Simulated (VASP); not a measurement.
**BaHfO3: energy against volume**

BaHfO3 (cubic perovskite, Pm-3m, 14.833 Å³/atom and stress up to 0.20 GPa in the relaxed cell, cube axes along x, y and z) under an equal strain ε along all three axes. PBE in VASP (plane waves, PAW), 600 eV, 8×8×8 Γ-centred mesh, Gaussian smearing 0.05 eV; ions are relaxed, or left where forces stay under 0.02 eV/Å, within the symmetry of each cell.

Here V stands for volume and E for E less E0.

| volume (Å³/atom) | E less E0 (meV/atom) | pressure (GPa) |
|---|---|---|
| 13.9607 | 28.92 | 10.81 |
| 14.1754 | 16.09 | 7.76 |
| 14.3924 | 7.13 | 4.92 |
| 14.6116 | 1.81 | 2.28 |
| 14.8330 | 0.00 | -0.20 |
| 15.0566 | 1.51 | -2.49 |
| 15.2824 | 6.15 | -4.62 |
| 15.5105 | 13.77 | -6.60 |
| 15.7409 | 24.22 | -8.44 |
| 16.2084 | ? | ? |

Task: Fit E against V with the third-order Birch-Murnaghan form, a cubic in V^(-2/3), and predict the withheld value at V = 16.2084.

Result: With u = V^(-2/3) - 0.166, the rows have u = 0.006476, 0.004730, 0.003010, 0.001315, -0.000354, -0.001998, -0.003618, -0.005214, -0.006786. Least squares gives E = 0.110 + 504.28·u + 603655·u² + 847206·u³. Residuals (row less fit): -0.002, 0.000, 0.010, -0.009, -0.007, 0.005, 0.003, -0.001, -0.001; standard error 0.007 (degrees of freedom: 5). Its minimum lies at u = -0.000418, so V0 = (0.165582)^(-3/2) = 14.84. There d²E/du² = 1205000 and d³E/du³ = 5083000, so B0 = (4/9) × 14.84^(-7/3) × 1205000 × 0.160218 = 159 GPa (the last factor turns the table's units into GPa), and B0' = 4 + (2/3) × 0.165582 × (5083000)/1205000 = 4.5. B0' rests on the cubic coefficient alone and has a standard error of 0.1 from these residuals. At the withheld row, u = -0.009863, so E = 0.110 + 504.28 × (-0.009863) + 603655 × (-0.009863)² + 847206 × (-0.009863)³ = 53.046 meV/atom. The calculation gives 53.01 meV/atom, 0.036 meV/atom below the prediction (0.1 % of the range of E in the table). The row lies outside the fitted rows, so this is an extrapolation. From the scatter of the fitted rows alone, a prediction at this place has a standard error of 0.029 meV/atom, so the miss is 1.2 times that.

The primitive cell can neither tilt nor turn polar against its symmetry, as such crystals can under strain. Other structures, which can take over under pressure, weren't tried. The same form fitted to the pressure column gives B0' = 4.5; series where the two differ by over 0.4 aren't shown. Rows are the converged runs of the series near zero and its far end, less any whose ions stayed unrelaxed beside relaxed ones; series whose fitted rows scatter by over a few per cent of the range, as at a crossing or softening among them, aren't shown in this form.
